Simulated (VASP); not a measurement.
Data:

```xyz
1
Lattice="0.0000 1.9149 1.9149 1.9149 0.0000 1.9149 1.9149 1.9149 0.0000" Properties=species:S:1:pos:R:3 pbc="T T T"
Rh     0.0000     0.0000     0.0000
```

Method: PBE GGA, VASP's PBE PAW potentials (set 64) (plane waves; VASP 6.6.1). Numerical set-up: PREC = Normal, EDIFF = 1E-5, 400 eV cut-off, 20×20×20 Γ-centred mesh, first-order Methfessel-Paxton smearing of 0.10 eV, potentials Rh_pv.

### Question
Predict the energy per atom (σ→0), pressure, band gap (on the k-mesh) with the smallest direct gap where there is one.

### Answer

```yaml
band gap (on the k-mesh): none (metal, semimetal or under 0.01 eV)
energy per atom (σ→0): -700.3 kJ/mol of atoms
pressure: -1.51 GPa
```

Total energies compare only between runs with the same potentials, cut-off and functional.

The compound is Rh in the fcc structure. It was relaxed first.
